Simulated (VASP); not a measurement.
All values below come from PBE GGA with D4 dispersion, VASP's PBE PAW potentials (set 64) (plane waves; VASP 6.6.1).

VASP ran on this input.

File KPOINTS:
```
Automatic mesh
0
Gamma
10 10 10
0 0 0
```

### POSCAR
```
LiH
1
    0.0000000000     2.0400000000     2.0400000000
    2.0400000000     0.0000000000     2.0400000000
    2.0400000000     2.0400000000     0.0000000000
Li H
1 1
Direct
  0.0000000000   0.0000000000   0.0000000000
  0.5000000000   0.5000000000   0.5000000000
```

INCAR:
```
SYSTEM = LiH
PREC = Accurate
ENCUT = 520
EDIFF = 1E-6
NELM = 100
ALGO = Normal
LREAL = .FALSE.
LASPH = .TRUE.
ISMEAR = 0
SIGMA = 0.05
GGA = PE
IVDW = 13
LWAVE = .FALSE.
LCHARG = .FALSE.
IBRION = 2
ISIF = 3
NSW = 60
EDIFFG = -0.01
```

POTCAR, in this order: Li_sv H (PBE.64 set). Program: vasp_std.

Energy and stress use the plane-wave basis of the starting cell.

Question: Predict the energy per atom (σ→0), dispersion energy, volume per atom, band gap (on the k-mesh).

Answer: 
- energy per atom (σ→0) = -3.137 eV/atom
- dispersion energy = -0.148 eV
- band gap (on the k-mesh) = 2.95 eV
- volume per atom = 7.72 Å³/atom

### OSZICAR
```
...
       N       E                     dE             d eps       ncg     rms          rms(c)
DAV:   1    -0.612633118844E+01    0.97393E-03   -0.15820E-02   744   0.123E+00    0.251E-01
DAV:   2    -0.612604831667E+01    0.28287E-03   -0.62548E-04   666   0.252E-01    0.151E-01
DAV:   3    -0.612584241980E+01    0.20590E-03   -0.33499E-04   972   0.120E-01    0.161E-02
DAV:   4    -0.612583672443E+01    0.56954E-05   -0.57637E-06   570   0.299E-02    0.671E-03
DAV:   5    -0.612584312977E+01   -0.64053E-05   -0.28921E-06   726   0.134E-02    0.112E-03
DAV:   6    -0.612584274112E+01    0.38865E-06   -0.17007E-07   288   0.424E-03
   4 F= -.62740460E+01 E0= -.62740460E+01  d E =-.155141E-01
```

The compound is LiH in the rock salt structure. This run relaxes it. Symmetry was kept, so distortions that lower it aren't found.
